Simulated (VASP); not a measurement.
Output of a VASP run:

OSZICAR:
```
       N       E                     dE             d eps       ncg     rms          rms(c)
DAV:   1     0.669021296389E+03    0.66902E+03   -0.29534E+04  7200   0.205E+03
DAV:   2     0.160526884898E+02   -0.65297E+03   -0.61336E+03  7744   0.570E+02
DAV:   3    -0.632754036572E+02   -0.79328E+02   -0.77480E+02  8676   0.187E+02
DAV:   4    -0.655462520814E+02   -0.22708E+01   -0.21870E+01  8504   0.309E+01
DAV:   5    -0.656006387388E+02   -0.54387E-01   -0.54179E-01  8978   0.479E+00    0.456E+01
DAV:   6    -0.562399717213E+02    0.93607E+01   -0.14441E+02  8276   0.103E+02    0.330E+01
DAV:   7    -0.522087006659E+02    0.40313E+01   -0.87884E+01  8602   0.958E+01    0.200E+01
DAV:   8    -0.503337883649E+02    0.18749E+01   -0.61042E+00  8104   0.236E+01    0.687E+00
DAV:   9    -0.501124861911E+02    0.22130E+00   -0.17031E+00  9518   0.118E+01    0.227E+00
DAV:  10    -0.501112519328E+02    0.12343E-02   -0.18923E-01  7974   0.426E+00    0.120E+00
DAV:  11    -0.501129241554E+02   -0.16722E-02   -0.15345E-02  9780   0.990E-01    0.581E-01
DAV:  12    -0.501126067179E+02    0.31744E-03   -0.21882E-03  9456   0.475E-01    0.289E-01
DAV:  13    -0.501125330553E+02    0.73663E-04   -0.81253E-04  9036   0.296E-01    0.890E-02
DAV:  14    -0.501125200708E+02    0.12984E-04   -0.98854E-05  9012   0.757E-02    0.426E-02
DAV:  15    -0.501125200181E+02    0.52715E-07   -0.19400E-05  9522   0.397E-02    0.167E-02
DAV:  16    -0.501125195792E+02    0.43892E-06   -0.38028E-06  6290   0.139E-02
   1 F= -.43409020E+02 E0= -.43408926E+02  d E =-.434090E+02  mag=     4.0000
```

### OUTCAR
```
------------------------ aborting loop because EDIFF is reached ----------------------------------------
  FORCE on cell =-STRESS in cart. coord.  units (eV):
  Direction    XX          YY          ZZ          XY          YZ          ZX
  --------------------------------------------------------------------------------------
  Total        6.6868948      6.6868948      6.7805359     -0.0000000      0.0000000      0.0000000
  in kB      199.5045792    199.5045792    202.2983783     -0.0000000      0.0000000      0.0000000
  external PRESSURE =       0.4358456 kB  Pullay stress =     200.0000000 kB
  volume of cell :       53.70
      direct lattice vectors                 reciprocal lattice vectors
     4.324552164  0.000000000  0.000000000     0.231237817  0.000000000  0.000000000
     0.000000000  4.324552164  0.000000000     0.000000000  0.231237817  0.000000000
     0.000000000  0.000000000  2.871441173     0.000000000  0.000000000  0.348257178
 POSITION                                       TOTAL-FORCE (eV/Angst)
 -----------------------------------------------------------------------------------
      0.00000      0.00000      0.00000         0.000000      0.000000      0.000000
      2.16228      2.16228      1.43572         0.000000      0.000000      0.000000
      1.30613      1.30613      0.00000         0.009917      0.009917      0.000000
      3.46840      0.85615      1.43572         0.009917     -0.009917      0.000000
      0.85615      3.46840      1.43572        -0.009917      0.009917      0.000000
      3.01843      3.01843      0.00000        -0.009917     -0.009917      0.000000
 -----------------------------------------------------------------------------------
    total drift:                                0.000000      0.000000      0.000000
  FREE ENERGIE OF THE ION-ELECTRON SYSTEM (eV)
  ---------------------------------------------------
  free  energy   TOTEN  =       -50.1125195792 eV

  energy  without entropy=      -50.1122400927  energy(sigma->0) =      -50.11242642
  enthalpy is  TOTEN    =       -43.4090195328 eV   P V=        6.7035000464

 total charge

# of ion       s       p       d       tot
------------------------------------------
    1        0.393   6.524   4.117  11.034
    2        0.393   6.524   4.117  11.034
    3        1.571   3.503   0.000   5.074
    4        1.571   3.503   0.000   5.074
    5        1.571   3.503   0.000   5.074
    6        1.571   3.503   0.000   5.074
--------------------------------------------------
tot          7.070  27.060   8.233  42.364

 magnetization (x)

# of ion       s       p       d       tot
------------------------------------------
    1        0.024   0.035   1.994   2.052
    2        0.024   0.035   1.994   2.052
    3       -0.002  -0.050   0.000  -0.052
    4       -0.002  -0.050   0.000  -0.052
    5       -0.002  -0.050   0.000  -0.052
    6       -0.002  -0.050   0.000  -0.052
--------------------------------------------------
tot          0.038  -0.130   3.988   3.896

 reached required accuracy - stopping structural energy minimisation
```
(Selected blocks of OUTCAR.)

**POSCAR**
```
CrO2
1
    4.3245521636     0.0000000000     0.0000000000
    0.0000000000     4.3245521636     0.0000000000
    0.0000000000     0.0000000000     2.8714411734
Cr O
2 4
Direct
  0.0000000000   0.0000000000   0.0000000000
  0.5000000000   0.5000000000   0.5000000000
  0.3020255799   0.3020255799   0.0000000000
  0.8020255799   0.1979744201   0.5000000000
  0.1979744201   0.8020255799   0.5000000000
  0.6979744201   0.6979744201   0.0000000000
```

Problem. Reconstruct the remaining input files.

Solution. One answer among several that fit: the input of the run itself, PBE GGA, plane waves, VASP's PBE PAW potentials (set 64).

**INCAR**
```
SYSTEM = CrO2
PREC = Accurate
ENCUT = 620
EDIFF = 1E-6
NELM = 100
ALGO = Normal
LREAL = .FALSE.
LASPH = .TRUE.
ISMEAR = 1
SIGMA = 0.1
GGA = PE
LMAXMIX = 4
ISPIN = 2
MAGMOM = 2.1 2.1 -0.1 -0.1 -0.1 -0.1
LORBIT = 10
LWAVE = .FALSE.
LCHARG = .FALSE.
IBRION = 2
ISIF = 3
NSW = 40
EDIFFG = -0.02
PSTRESS = 200
```

**KPOINTS**
```
Automatic mesh
0
Gamma
7 7 11
0 0 0
```

POTCAR, in this order: Cr_pv O (PBE.64 set). Program: vasp_std.

The compound is CrO2 in the rutile structure. It was relaxed first under an external pressure of 20 GPa.
